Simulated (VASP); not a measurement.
Input for VASP

### INCAR
```
! general
SYSTEM  = FeAl
PREC    = Accurate
ENCUT   = 500   ! plane-wave cut-off (eV)
LREAL   = .False.
LASPH   = .True.

! electronic loop
EDIFF   = 1E-6
NELM    = 100   ! most electronic steps
ALGO    = Normal   ! blocked Davidson
LMAXMIX = 4

! smearing
ISMEAR  = 1
SIGMA   = 0.1   ! width (eV)

! ions
IBRION  = 2
NSW     = 40   ! most ionic steps
ISIF    = 3
EDIFFG  = -0.02   ! ionic stop
PSTRESS = 50   ! kbar

! output
LWAVE   = .False.
LCHARG  = .False.
```

File POSCAR:
```
FeAl
1.0
  2.7921621015   0.0000000000   0.0000000000
  0.0000000000   2.7921621015   0.0000000000
  0.0000000000   0.0000000000   2.7921621015
Al Fe
1 1
Cart
  1.3960810508   1.3960810508   1.3960810508
  0.0000000000   0.0000000000   0.0000000000
```

KPOINTS:
```
Automatic mesh
0
Gamma
13 13 13
0 0 0
```

POTCAR, in this order: Al Fe (LDA.64 set). Program: vasp_std.

Task: Write an equivalent input for Ansatz.

Result: One equivalent input (not run):
Ansatz 0.2 input:
```yaml
crystal:
  lattice:
    - [2.7921621, 0.0000000, 0.0000000]
    - [0.0000000, 2.7921621, 0.0000000]
    - [0.0000000, 0.0000000, 2.7921621]
  atoms:
    - { symbol: Al, position: [0.5000000, 0.5000000, 0.5000000] }
    - { symbol: Fe, position: [0.0000000, 0.0000000, 0.0000000] }
kpoints:
  mp_grid: { grid: [13, 13, 13] }
hamiltonian:
  xc: lda
  pseudopotentials: { kind: paw }
scf:
  occupations: { method: methfessel_paxton, width: 0.1 }
  max_iter: 100
relax:
  max_steps: 40
  f_tol: 0.02
  cell: { p_target: 5 }
output: { forces: true, stress: true, eigenvalues: true }
```
Limits of the translation: each code has its own PAW files, so the cut-off isn't converted (ENCUT is set for VASP's; basis.ecutwfc is left out, and Ansatz then takes the one that its files recommend); Ansatz stops its SCF on the density residual and VASP on the energy change (EDIFF); Ansatz's lda is the Perdew-Wang form, while the LDA potentials of VASP carry Perdew-Zunger's.

The compound is FeAl in the CsCl type structure. It was relaxed first under an external pressure of 5 GPa.
